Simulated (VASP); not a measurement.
Wanted: the native input for a VASP 6.6.1 run.

| Quantity | Value |
| --- | --- |
| Task | single point |
| Functional | PBE |
| Potentials or basis | VASP PAW PBE potentials, release 64 (Na_pv, La, Mn_pv, Mo_sv, O) |
| Cutoff | 520 eV |
| k mesh | 6 × 6 × 6 |
| Occupations | fermi-dirac, width 0.05 eV |
| Spin | collinear spin, ferromagnetic start |
| Starting moments | [0.0, 0.0, 4.0, 1.0, 0.0, 0.0, 0.0, 0.0, 0.0, 0.0] μB |
| Further INCAR settings | ALGO = Normal; EDIFF = 1e-07; NBANDS = 56 |

The structure of NaLaMnMoO6 lies in POSCAR:

```
NaLaMnMoO6
1.0
    4.7224200000     -2.7368800000      0.0020400000
    4.7224200000      2.7368800000      0.0020400000
   -3.1779600000      0.0000000000      4.4700000000
Na La Mn Mo O
1 1 1 1 6
Direct
    0.2502100000      0.2502100000      0.7445900000
    0.7511700000      0.7511700000      0.2570700000
    0.4991800000      0.4991800000      0.4991700000
    0.0011000000      0.0011000000      0.0011400000
    0.2850300000      0.7810600000      0.2852000000
    0.7810600000      0.2850300000      0.2852000000
    0.2518700000      0.2518700000      0.1877500000
    0.7477700000      0.7477700000      0.8112400000
    0.2188300000      0.7140700000      0.7152500000
    0.7140700000      0.2188300000      0.7152500000
```

The cell was built by a generator and needn't be a form met in nature.

The input as run:

INCAR

```
PREC = Accurate ; ENCUT = 520
EDIFF = 1E-7 ; ISMEAR = -1
SIGMA = 0.05 ; LREAL = F
LASPH = T ; NELM = 120
ALGO = Normal ; ISIF = 2
LWAVE = F ; LCHARG = F
ISPIN = 2 ; MAGMOM = 0 0 4 1 0 0 0 0 0 0
LORBIT = 11 ; LMAXMIX = 6
GGA = PE ; NBANDS = 56
KPAR = 4
```

KPOINTS

```
Automatic mesh
0
Gamma
  6 6 6
```

Potentials or basis: VASP PAW PBE potentials, release 64 (Na_pv, La, Mn_pv, Mo_sv, O).

Command:

```bash
$ cat potpaw_PBE.64/Na_pv/POTCAR potpaw_PBE.64/La/POTCAR potpaw_PBE.64/Mn_pv/POTCAR potpaw_PBE.64/Mo_sv/POTCAR potpaw_PBE.64/O/POTCAR > POTCAR
$ mpirun -np 4 vasp_std > vasp.out
```

Results of the run:

```json
{"Pressure": "0.6 GPa", "Largest force": "0.150 eV/Å", "Band gap on the k mesh": "none (metal or under the smearing width)", "Net moment": "1.99 μB per cell", "Site moments": "Na +0.00; La -0.02; Mn +2.50; Mo -0.57; O +0.01 μB", "Valence electrons inside the program's atomic spheres": "Na 6.02; La 8.48; Mn 11.67; Mo 12.35; O 5.03, 5.04"}
```

Caveat: a cell with one magnetic atom can't hold antiferromagnetic order, which such compounds often take; semilocal functionals often make such compounds metallic where correlation or magnetic order opens a gap, which also shifts bond lengths.

Run time: 8.2 min on 4 MPI ranks on Intel(R) Xeon(R) Platinum 8488C (Sapphire Rapids), on a shared host, peak memory 0.84 GiB a rank.
